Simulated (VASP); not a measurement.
Calculation: PBE GGA, VASP's PBE PAW potentials (set 64) (plane waves; VASP 6.6.1).

VASP input:

### INCAR
```
SYSTEM = GaP
PREC = Accurate
ENCUT = 500
EDIFF = 1E-6
NELM = 100
ALGO = Normal
LREAL = .FALSE.
LASPH = .TRUE.
ISMEAR = 0
SIGMA = 0.05
GGA = PE
LMAXMIX = 4
LWAVE = .FALSE.
LCHARG = .FALSE.
IBRION = 2
ISIF = 3
NSW = 40
EDIFFG = -0.02
PSTRESS = 100
```

**KPOINTS**
```
Automatic mesh
0
Gamma
9 9 9
0 0 0
```

### POSCAR
```
GaP
1.0
  0.0000000000   2.6596083630   2.6596083630
  2.6596083630   0.0000000000   2.6596083630
  2.6596083630   2.6596083630   0.0000000000
Ga P
1 1
Cart
  0.0000000000   0.0000000000   0.0000000000
  1.3298041815   1.3298041815   1.3298041815
```

POTCAR, in this order: Ga_d P (PBE.64 set). Program: vasp_std.

The run wrote:

### OSZICAR
```
       N       E                     dE             d eps       ncg     rms          rms(c)
DAV:   1     0.783244186956E+02    0.78324E+02   -0.92759E+03   926   0.198E+03
DAV:   2    -0.364131865259E+01   -0.81966E+02   -0.78982E+02  1005   0.321E+02
DAV:   3    -0.920278969762E+01   -0.55615E+01   -0.55260E+01  1120   0.728E+01
DAV:   4    -0.930107392138E+01   -0.98284E-01   -0.98230E-01  1170   0.104E+01
DAV:   5    -0.930293625131E+01   -0.18623E-02   -0.18623E-02  1083   0.116E+00    0.463E+00
DAV:   6    -0.904362622344E+01    0.25931E+00   -0.47479E-01  1427   0.141E+01    0.308E+00
DAV:   7    -0.901026382899E+01    0.33362E-01   -0.13510E-01  1152   0.291E+00    0.121E+00
DAV:   8    -0.901012688738E+01    0.13694E-03   -0.16041E-02  1085   0.196E+00    0.222E-01
DAV:   9    -0.901047017749E+01   -0.34329E-03   -0.16364E-03  1139   0.697E-01    0.805E-02
DAV:  10    -0.901051642725E+01   -0.46250E-04   -0.13054E-04  1407   0.138E-01    0.311E-02
DAV:  11    -0.901057911577E+01   -0.62689E-04   -0.85913E-05   970   0.915E-02    0.547E-03
DAV:  12    -0.901057885882E+01    0.25696E-06   -0.34127E-06  1140   0.317E-02
   1 F= -.66621766E+01 E0= -.66621766E+01  d E =-.666218E+01
```

File OUTCAR:
```
------------------------ aborting loop because EDIFF is reached ----------------------------------------
  FORCE on cell =-STRESS in cart. coord.  units (eV):
  Direction    XX          YY          ZZ          XY          YZ          ZX
  --------------------------------------------------------------------------------------
  Total        2.3267966      2.3267966      2.3267966      0.0000000      0.0000000      0.0000000
  in kB       99.0799859     99.0799859     99.0799859      0.0000000      0.0000000      0.0000000
  external PRESSURE =      -0.9200141 kB  Pullay stress =     100.0000000 kB
  volume of cell :       37.63
      direct lattice vectors                 reciprocal lattice vectors
     0.000000000  2.659608363  2.659608363    -0.187997604  0.187997604  0.187997604
     2.659608363  0.000000000  2.659608363     0.187997604 -0.187997604  0.187997604
     2.659608363  2.659608363  0.000000000     0.187997604  0.187997604 -0.187997604
  FREE ENERGIE OF THE ION-ELECTRON SYSTEM (eV)
  ---------------------------------------------------
  free  energy   TOTEN  =        -9.0105788588 eV

  energy  without entropy=       -9.0105788588  energy(sigma->0) =       -9.01057886
  enthalpy is  TOTEN    =        -6.6621766350 eV   P V=        2.3484022238

 reached required accuracy - stopping structural energy minimisation
```
(Selected blocks of OUTCAR.)

**OUTCAR**
```
 val. band max:        5.4295807060   @ k =   0.0000   0.0000   0.0000

 cond. band min:       6.8834191330   @ k =   0.4444   0.4444   0.0000


 Fermi energy:         5.6362384220

 k-point     1 :       0.0000    0.0000    0.0000
  band No.  band energies     occupation
      1      -9.2660      2.00000
      2      -9.2660      2.00000
      3      -9.2660      2.00000
      4      -9.1417      2.00000
      5      -9.1417      2.00000
      6      -7.6379      2.00000
      7       5.4296      2.00000
      8       5.4296      2.00000
      9       5.4296      2.00000
     10       7.8729      0.00000
     11       9.2904      0.00000
     12       9.2904      0.00000
     13       9.2904      0.00000

 k-point     2 :       0.1111    0.0000    0.0000
  band No.  band energies     occupation
      1      -9.2822      2.00000
      2      -9.2612      2.00000
      3      -9.2612      2.00000
      4      -9.1418      2.00000
      5      -9.1418      2.00000
      6      -7.4603      2.00000
      7       4.0381      2.00000
      8       5.2193      2.00000
      9       5.2193      2.00000
     10       8.2826      0.00000
     11       9.6051      0.00000
     12       9.6051      0.00000
     13       9.9028      0.00000

 k-point     3 :       0.2222    0.0000    0.0000
  band No.  band energies     occupation
      1      -9.3180      2.00000
      2      -9.2502      2.00000
      3      -9.2502      2.00000
      4      -9.1409      2.00000
      5      -9.1409      2.00000
      6      -6.9523      2.00000
      7       1.8991      2.00000
      8       4.7980      2.00000
      9       4.7980      2.00000
     10       7.9431      0.00000
     11      10.1283      0.00000
     12      10.1283      0.00000
     13      11.7012      0.00000

 k-point     4 :       0.3333    0.0000    0.0000
  band No.  band energies     occupation
      1      -9.3527      2.00000
      2      -9.2403      2.00000
      3      -9.2403      2.00000
...
```

The compound is GaP in the zinc blende structure. It was relaxed first under an external pressure of 10 GPa.
